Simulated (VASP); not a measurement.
Calculation: optB88-vdW, VASP's PBE PAW potentials (set 64) (plane waves; VASP).

VASP ran on this input.

### KPOINTS
```
Automatic mesh
0
Gamma
8 8 8
0 0 0
```

**INCAR**
```
AGGAC = 0.0
ALGO = Normal
EDIFF = 1E-6
EDIFFG = -0.02
ENCUT = 520
GGA = BO
IBRION = 2
ISIF = 3
ISMEAR = 0
LASPH = .TRUE.
LCHARG = .FALSE.
LREAL = .FALSE.
LUSE_VDW = .TRUE.
LWAVE = .FALSE.
NELM = 100
NSW = 60
PARAM1 = 0.1833333333
PARAM2 = 0.22
PREC = Accurate
SIGMA = 0.05
SYSTEM = Li2O
```

### POSCAR
```
Li2O
1
    0.0000000000     2.2999668349     2.2999668349
    2.2999668349     0.0000000000     2.2999668349
    2.2999668349     2.2999668349     0.0000000000
Li O
2 1
Direct
  0.2500000000   0.2500000000   0.2500000000
  0.7500000000   0.7500000000   0.7500000000
  1.0000000000   0.0000000000   0.0000000000
```

POTCAR, in this order: Li_sv O (PBE.64 set). Program: vasp_std.

### Question
Estimate the energy per atom (σ→0), band gap (on the k-mesh).

### Answer

```yaml
energy per atom (σ→0): -3.774 eV/atom
band gap (on the k-mesh): 5.17 eV
```

File OSZICAR:
```
...
DAV:   6    -0.113554554558E+02    0.19388E+01   -0.10770E+01   582   0.210E+01    0.291E+00
DAV:   7    -0.113263705602E+02    0.29085E-01   -0.25718E-01   664   0.439E+00    0.149E+00
DAV:   8    -0.113222237714E+02    0.41468E-02   -0.68947E-02   676   0.317E+00    0.377E-01
DAV:   9    -0.113210240439E+02    0.11997E-02   -0.80753E-03   766   0.839E-01    0.114E-01
DAV:  10    -0.113215845560E+02   -0.56051E-03   -0.97845E-04   632   0.281E-01    0.840E-02
DAV:  11    -0.113215129534E+02    0.71603E-04   -0.12414E-04   674   0.135E-01    0.143E-02
DAV:  12    -0.113215133100E+02   -0.35660E-06   -0.83560E-06   684   0.305E-02
   1 F= -.11321513E+02 E0= -.11321513E+02  d E =-.113215E+02
```

The compound is Li2O in the antifluorite structure. It was relaxed first. The start is the result of an earlier pass.
